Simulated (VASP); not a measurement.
# GeH3C (P-3m1) in VASP: phonons with vdW-DF-cx

Aim: the phonons of GeH3C with vdW-DF-cx.

All numbers are computed with VASP 6.6.1; they aren't measurements. Logs are shortened: lines on timing, memory, paths and dates and some standing lists are left out, and cuts for length are marked.

## (1) Starting point

Symmetry: P-3m1, No. 164, trigonal system. Conventional cell: a = 4.050 Å, b = 4.050 Å, c = 8.043 Å, α = 90.00°, β = 90.00°, γ = 120.00°. Ge (site symmetry 3m) has 1 C at 1.98 Å as nearest neighbours. C (site symmetry 3m) has 3 H at 1.10 Å as nearest neighbours. H (site symmetry m) has 1 C at 1.10 Å as nearest neighbours.

The cell comes from a database or a generator and needn't be the stable form of this composition.

## (2) Phonons, vdW-DF-cx

Input file POSCAR:

```
GeH3C
1.0
    4.0495480000      0.0000000000      0.0000000000
   -2.0247740000      3.5070110000      0.0000000000
    0.0000000000      0.0000000000      8.0433630000
Ge C H
2 2 6
Direct
    0.3333330000      0.6666670000      0.5477350000
    0.6666670000      0.3333330000      0.4522650000
    0.3333330000      0.6666670000      0.7944030000
    0.6666670000      0.3333330000      0.2055970000
    0.6273780000      0.8136890000      0.8420870000
    0.1863110000      0.8136890000      0.8420870000
    0.1863110000      0.3726220000      0.8420870000
    0.3726220000      0.1863110000      0.1579130000
    0.8136890000      0.1863110000      0.1579130000
    0.8136890000      0.6273780000      0.1579130000
```

Input file INCAR.step1:

```
AGGAC = 0.0 ; ALGO = Normal
EDIFF = 1E-8 ; EDIFFG = -0.002
ENCUT = 600 ; GGA = CX
IBRION = 2 ; ISIF = 3
ISMEAR = 0 ; LASPH = T
LCHARG = F ; LREAL = F
LUSE_VDW = T ; LWAVE = F
NELM = 80 ; NSW = 40
PREC = Accurate ; SIGMA = 0.05
```

Input file INCAR.step2:

```
AGGAC = 0.0 ; ALGO = Normal
EDIFF = 1E-8 ; ENCUT = 600
GGA = CX ; IBRION = 6
ISIF = 2 ; ISMEAR = 0
LASPH = T ; LCHARG = F
LREAL = F ; LUSE_VDW = T
LWAVE = F ; NELM = 80
NFREE = 2 ; NSW = 1
POTIM = 0.015 ; PREC = Accurate
SIGMA = 0.05
```

Input file KPOINTS:

```
k-points
0
Gamma
  7 7 3
```

Potentials or basis: VASP PAW PBE potentials, release 64 (Ge_d, C, H).

The run is started by

```
> cat potpaw_PBE.64/Ge_d/POTCAR potpaw_PBE.64/C/POTCAR potpaw_PBE.64/H/POTCAR > POTCAR
> cp INCAR.step1 INCAR
> mpirun -np 1 vasp_std > vasp.out
> cp CONTCAR POSCAR
> cp INCAR.step2 INCAR
> mpirun -np 1 vasp_std > vasp.out
```

OUTCAR:

```text
EDIFF = 1E-8
   ENCUT = 600
   GGA = CX
   IBRION = 6
   ISIF = 2
   ISMEAR = 0
   LASPH = T
   LREAL = F
   NELM = 80
   NFREE = 2
   NSW = 1
   POTIM = 0.015
   PREC = Accurate

 ion  position               nearest neighbor table
   1  0.333  0.667  0.548-   3 1.98   2 2.46   2 2.46   2 2.46
   2  0.667  0.333  0.452-   4 1.98   1 2.46   1 2.46   1 2.46
   3  0.333  0.667  0.794-   6 1.10   7 1.10   5 1.10   1 1.98
   4  0.667  0.333  0.206-   9 1.10  10 1.10   8 1.10   2 1.98
   5  0.628  0.814  0.842-   3 1.10
   6  0.186  0.814  0.842-   3 1.10
   7  0.186  0.372  0.842-   3 1.10
   8  0.372  0.186  0.158-   4 1.10
   9  0.814  0.186  0.158-   4 1.10
  10  0.814  0.628  0.158-   4 1.10

  LATTYP: Found a hexagonal cell.
 ALAT       =     4.0451044002
 C/A-ratio  =     1.9879799407

  Lattice vectors:

 A1 = (   4.0451044002,   0.0000000000,   0.0000000000)
 A2 = (  -2.0225522001,   3.5031627311,   0.0000000000)
 A3 = (   0.0000000000,   0.0000000000,   8.0415864056)

Analysis of symmetry for initial positions (statically):
=====================================================================
 Subroutine PRICEL returns:
 Original cell was already a primitive cell.

 Routine SETGRP: Setting up the symmetry group for a
 hexagonal supercell.

 Subroutine GETGRP returns: Found 12 space group operations
 (whereof 12 operations were pure point group operations)
 out of a pool of 24 trial point group operations.

The static configuration has the point symmetry D_3d.

Analysis of symmetry for dynamics (positions and initial velocities):
=====================================================================
 Subroutine PRICEL returns:
 Original cell was already a primitive cell.

 Routine SETGRP: Setting up the symmetry group for a
 hexagonal supercell.

 Subroutine GETGRP returns: Found 12 space group operations
 (whereof 12 operations were pure point group operations)
 out of a pool of 24 trial point group operations.

The dynamic configuration has the point symmetry D_3d.

 Subroutine INISYM returns: Found 12 space group operations
 (whereof 12 operations are pure point group operations),
 and found     1 'primitive' translations

----------------------------------------------------------------------------------------

                                     Primitive cell

  volume of cell :     113.9546

  direct lattice vectors                    reciprocal lattice vectors
     4.045104400  0.000000000  0.000000000     0.247212408  0.142728168  0.000000000
    -2.022552200  3.503162731  0.000000000     0.000000000  0.285456337  0.000000000
     0.000000000  0.000000000  8.041586406     0.000000000  0.000000000  0.124353573

  length of vectors
     4.045104400  4.045104019  8.041586406     0.285456310  0.285456337  0.124353573

  position of ions in fractional coordinates (direct lattice)
     0.333333000  0.666667000  0.547750947
     0.666667000  0.333333000  0.452249053
     0.333333000  0.666667000  0.794446580
     0.666667000  0.333333000  0.205553420
     0.627793002  0.813896501  0.842043933
     0.186103499  0.813896501  0.842043933
     0.186103499  0.372206998  0.842043933
     0.372206998  0.186103499  0.157956067
     0.813896501  0.186103499  0.157956067
     0.813896501  0.627793002  0.157956067

  ion indices of the primitive-cell ions
   primitive index   ion index
                 1           1
                 2           2
                 3           3
                 4           4
                 5           5
                 6           6
                 7           7
                 8           8
                 9           9
                10          10

----------------------------------------------------------------------------------------

 KPOINTS: k-points

Automatic generation of k-mesh.
 Grid dimensions read from file:
 generate k-points for:    7    7    3

 Generating k-lattice:

  Cartesian coordinates                     Fractional coordinates (reciprocal lattice)
     0.035316058  0.020389738  0.000000000     0.142857143 -0.000000000  0.000000000
     0.000000000  0.040779477  0.000000000     0.000000000  0.142857143  0.000000000
[... 39 lines left out ...]
   dimension x,y,z NGXF=    64 NGYF=   64 NGZF=  128
   ions per type =               2   2   6
   NGX,Y,Z   is equivalent  to a cutoff of  13.15, 13.15, 13.23 a.u.
   NGXF,Y,Z  is equivalent  to a cutoff of  26.30, 26.30, 26.46 a.u.
 SYSTEM =  unknown system
   PREC   = accura    normal or accurate (medium, high low for compatibility)
   ISTART =      0    job   : 0-new  1-cont  2-samecut
   ICHARG =      2    charge: 1-file 2-atom 10-const
   ISPIN  =      1    spin polarized calculation?
   LNONCOLLINEAR =      F non collinear calculations
   LSORBIT =      F    spin-orbit coupling
   LASPH  =      T    aspherical Exc in radial PAW
   ENCUT  =  600.0 eV  44.10 Ry    6.64 a.u.   8.08  8.08 16.06*2*pi/ulx,y,z
   NELM   =     80;   NELMIN=  2; NELMDL=  0     # of ELM steps
   EDIFF  = 0.1E-07   stopping-criterion for ELM
   LREAL  =      F    real-space projection
   EDIFFG = 0.1E-06   stopping-criterion for IOM
   NSW    =    157    number of steps for IOM
   IBRION =      6    ionic relax: 0-MD 1-quasi-New 2-CG
   NFREE  =      2    steps in history (QN), initial steepest desc. (CG)
   ISIF   =      2    stress and relaxation
   ISYM   =      2    0-nonsym 1-usesym 2-fastsym
   POTIM  = 0.0150    time-step for ionic-motion
   TEBEG  =    0.0;   TEEND  =   0.0 temperature during run
   PSTRESS=    0.0 pullay stress
   NELECT =      42.0000    total number of electrons
   NUPDOWN=      -1.0000    fix difference up-down
   EMIN   =  10.00;   EMAX   =-10.00  energy-range for DOS
   EFERMI =   0.00;   METHOD = LEGACY
   ISMEAR =     0;   SIGMA  =   0.05  broadening in eV -4-tet -1-fermi 0-gaus
   EFERMI_NEDOS =   21; number of points for ismear=-14 and -15
   IALGO  =     38    algorithm
   IMIX   =      4    mixing-type and parameters
     AMIX     =   0.40;   BMIX     =  1.00
     AMIX_MAG =   1.60;   BMIX_MAG =  1.00
  volume/ion in A,a.u.               =      11.40        76.90
  Fermi-wavevector in a.u.,A,eV,Ry     =   1.173764  2.218092 18.745035  1.377721
  Thomas-Fermi vector in A             =   2.310172
   LORBIT       =      0    0 simple, 1 ext, 2 COOP (PROOUT), +10 PAW based schemes
   GGA     = CX    functional components
   LHFCALC =     F    Hartree Fock is set to
   AEXX    =    0.0000 exact exchange contribution
   IVDW_NL    =     1    kernel type
   BPARAM     = 6.3000
   IVDW    =     0    specifies the selected vdW correction
   LEPSILON=     F    determine dielectric tensor
   LRPA    =     F    only Hartree local field effects (RPA)
 finite differences with symmetry
 non-spin polarized calculation
 Gauss-broadening in eV      SIGMA  =   0.05
  energy-cutoff  :      600.00
  volume of cell :      113.95
 maximum number of plane-waves:      3818
   NGX = 17   NGY = 17   NGZ = 33

--------------------------------------- Ionic step        1  -------------------------------------------

 number of electron      41.9999986 magnetization

 Free energy of the ion-electron system (eV)
  ---------------------------------------------------
  ext. energy  EPLUGINS =         0.00000000
  ---------------------------------------------------
  free energy    TOTEN  =       -39.48411775 eV

  energy without entropy =      -39.48411775  energy(sigma->0) =      -39.48411775

------------------------ aborting loop because EDIFF is reached ----------------------------------------

  FORCE on cell =-STRESS in cart. coord.  units (eV):
  Direction    XX          YY          ZZ          XY          YZ          ZX
  --------------------------------------------------------------------------------------
  -------------------------------------------------------------------------------------
  Total       -0.0031903     -0.0031903      0.0061111      0.0000000     -0.0000000      0.0000000
  in kB       -0.0448556     -0.0448556      0.0859207      0.0000000     -0.0000000      0.0000000
  external PRESSURE =      -0.0012635 kB  Pullay stress =       0.0000000 kB
[... 121 lines left out ...]
  energy  without entropy=      -39.4826617113  energy(sigma->0) =      -39.48266171

Total vdW correction in eV:      8.0900740

[... ionic steps 4 to 10 ...]

--------------------------------------- Ionic step       11  -------------------------------------------

 number of electron      41.9999986 magnetization

------------------------ aborting loop because EDIFF is reached ----------------------------------------
[... 87 lines left out ...]
--------------------------------------- Ionic step       13  -------------------------------------------

 number of electron      41.9999986 magnetization

 Free energy of the ion-electron system (eV)
  ---------------------------------------------------
  ext. energy  EPLUGINS =         0.00000000
  ---------------------------------------------------
  free energy    TOTEN  =       -39.48339310 eV

  energy without entropy =      -39.48339310  energy(sigma->0) =      -39.48339310

 E-fermi :   1.6897     XC(G=0):  -8.2273

 val. band max:        1.4132993508   @ k =   0.0000   0.0000   0.0000
 cond. band min:       2.3417350651   @ k =   0.0000   0.0000   0.0000
 fundamental gap:      0.9284357143
 Fermi energy:         1.6897130781

 k-point     1 :       0.0000    0.0000    0.0000
  band No.  band energies     occupation
      1     -22.7439      2.00000
      2     -22.7437      2.00000
      3     -22.6751      2.00000
      4     -22.6748      2.00000
      5     -22.6359      2.00000
      6     -22.5988      2.00000
[... 709 lines left out ...]
     26       7.3398      0.00000
     27       7.4153      0.00000

 [... further k-points ...]
[... 5 lines left out ...]
  --------------------------------------------------------------------------------------
  -------------------------------------------------------------------------------------
  Total        0.0858624      0.0264001      0.0772618      0.0514958      0.0541025      0.0937087
  in kB        1.2072073      0.3711803      1.0862845      0.7240204      0.7606702      1.3175248
  external PRESSURE =       0.8882241 kB  Pullay stress =       0.0000000 kB
[... 29 lines left out ...]
  energy  without entropy=      -39.4833930976  energy(sigma->0) =      -39.48339310

Total vdW correction in eV:      8.0911490

 INTERNAL STRAIN TENSORS FROM DISPLACED ATOMS
 ============================================

 INTERNAL STRAIN TENSOR FOR ION    1 for displacements in x,y,z  (eV/Angst):
          X           Y           Z          XY          YZ          ZX
  --------------------------------------------------------------------------------
  x     0.00000     0.00000     0.00000    -6.90939     0.00000    -2.52773
  y    -6.90939     6.90939    -0.00000     0.00000    -2.52773     0.00000
  z    -5.25380    -5.25380    20.18289     0.00000     0.00000     0.00000
[... 8 lines left out ...]
 INTERNAL STRAIN TENSOR FOR ION   10 for displacements in x,y,z  (eV/Angst):
          X           Y           Z          XY          YZ          ZX
  --------------------------------------------------------------------------------
  x     0.00000     0.00000     0.00000    -3.85909     0.00000     1.65720
  y     0.39740   -29.43768    -2.48473     0.00000     9.21709     0.00000
  z    -0.00170     7.89084     4.85340     0.00000    -7.28844     0.00000

 Eigenvectors and eigenvalues of the dynamical matrix
   1 f  =   91.389966 THz   574.220089 2PiTHz 3048.441117 cm-1   377.958358 meV
   2 f  =   91.389960 THz   574.220055 2PiTHz 3048.440938 cm-1   377.958336 meV
   3 f  =   91.374739 THz   574.124420 2PiTHz 3047.933227 cm-1   377.895388 meV
   4 f  =   91.374734 THz   574.124386 2PiTHz 3047.933048 cm-1   377.895365 meV
   5 f  =   88.845883 THz   558.235150 2PiTHz 2963.579674 cm-1   367.436885 meV
   6 f  =   88.802782 THz   557.964337 2PiTHz 2962.141972 cm-1   367.258632 meV
[... 17 lines left out ...]
  24 f  =    2.544683 THz    15.988714 2PiTHz   84.881483 cm-1    10.523958 meV
  25 f  =    2.544683 THz    15.988712 2PiTHz   84.881473 cm-1    10.523957 meV
  26 f/i=    0.005008 THz     0.031465 2PiTHz    0.167044 cm-1     0.020711 meV
  27 f/i=    0.005008 THz     0.031465 2PiTHz    0.167044 cm-1     0.020711 meV
  28 f/i=    0.012875 THz     0.080896 2PiTHz    0.429461 cm-1     0.053246 meV
  29 f/i=    5.500980 THz    34.563674 2PiTHz  183.492926 cm-1    22.750213 meV
  30 f/i=    5.642273 THz    35.451446 2PiTHz  188.205966 cm-1    23.334555 meV

 ELASTIC MODULI CONTR FROM IONIC RELAXATION (kBar)
 Direction    XX          YY          ZZ          XY          YZ          ZX
 --------------------------------------------------------------------------------
 XX       -1117.8041   -191.0971   -142.1986      0.0000   -249.1262      0.0000
 YY        -191.0971  -1117.8035   -142.1986      0.0000    249.1262     -0.0000
 ZZ        -142.1986   -142.1986  -1788.2861      0.0000      0.0000      0.0000
 XY          -0.0000      0.0000      0.0000   -463.3534      0.0000   -249.1279
 YZ        -249.1262    249.1262      0.0000     -0.0000   -540.1409      0.0000
 ZX          -0.0000     -0.0000      0.0000   -249.1279      0.0000   -540.1440
 --------------------------------------------------------------------------------
```

It took 39 min on 1 thread of Intel Xeon 6975P-C (Granite Rapids), shared host; peak memory 0.78 GiB.

What came out:

```yaml
Relaxed_volume: 11.40 Å³/atom
Relaxed_cell: a = 4.045 Å, b = 4.045 Å, c = 8.042 Å, α = 90.00°, β = 90.00°, γ = 120.00°
Space_group_after_relaxing_to_0.05_Å: P-3m1 (No. 164)
Highest_phonon_frequency_at_Γ_LO-TO_splitting_left_out: 3048 cm⁻¹
Most_unstable_mode: 188i cm⁻¹
```

Final structure:
```
CELL_PARAMETERS angstrom
4.04510 0.00000 0.00000
-2.02255 3.50316 0.00000
0.00000 0.00000 8.04159
ATOMIC_POSITIONS crystal
Ge 0.33333 0.66667 0.54775
Ge 0.66667 0.33333 0.45225
C 0.33333 0.66667 0.79445
C 0.66667 0.33333 0.20555
H 0.62779 0.81390 0.84204
H 0.18610 0.81390 0.84204
H 0.18610 0.37221 0.84204
H 0.37221 0.18610 0.15796
H 0.81390 0.18610 0.15796
H 0.81390 0.62779 0.15796
```

Phonon frequencies in cm⁻¹ (negative: imaginary):
| q point | frequencies |
| --- | --- |
| (0.000, 0.000, 0.000) | -188 -183 0 0 0 85 85 107 107 219 286 286 559 559 717 717 762 762 1219 1223 1402 1402 1410 1410 2962 2964 3048 3048 3048 3048 |

Caveat: some modes are imaginary; the PAW data sets were made with another functional, which shifts forces and pressure a little.
